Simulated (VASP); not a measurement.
A run of VASP 6.6.1:

INCAR

```
PREC = Accurate
ENCUT = 520
EDIFF = 1E-6
ISMEAR = 0
SIGMA = 0.03
LREAL = False
LASPH = True
NELM = 80
ALGO = Normal
ISIF = 2
LWAVE = False
LCHARG = False
GGA = PS
KPAR = 4
```

The input KPOINTS:

```
Automatic mesh
0
Gamma
  6 6 4
```

File POSCAR:

```
Be2CdS3
1.0
    5.5236600000     -3.1932600000      0.0000000000
    5.5236600000      3.1932600000      0.0000000000
    0.0000000000      0.0000000000      5.9756000000
Be Cd S
4 2 6
Direct
    0.4850280000      0.1684930000      0.0043390000
    0.8315070000      0.5149720000      0.0043390000
    0.5149720000      0.8315070000      0.5043390000
    0.1684930000      0.4850280000      0.5043390000
    0.1783380000      0.8216620000      0.9994580000
    0.8216620000      0.1783380000      0.4994580000
    0.5489620000      0.8367180000      0.8610820000
    0.1632820000      0.4510380000      0.8610820000
    0.7827390000      0.2172610000      0.9248950000
    0.4510380000      0.1632820000      0.3610820000
    0.8367180000      0.5489620000      0.3610820000
    0.2172610000      0.7827390000      0.4248950000
```

Potentials or basis: VASP PAW PBE potentials, release 64 (Be, Cd, S).

Command:

```sh
$ cat potpaw_PBE.64/Be/POTCAR potpaw_PBE.64/Cd/POTCAR potpaw_PBE.64/S/POTCAR > POTCAR
$ mpirun -np 4 vasp_std > vasp.out
```

Hardware: 4 MPI ranks on Intel(R) Xeon(R) 6975P-C (Granite Rapids), on a shared host.

**Question.** Estimate the wall time of this run.

**Answer.** Run time: 52 s on 4 MPI ranks on Intel(R) Xeon(R) 6975P-C (Granite Rapids), on a shared host, peak memory 0.5 GiB a rank. Counts: scf iterations 15, k points 39.
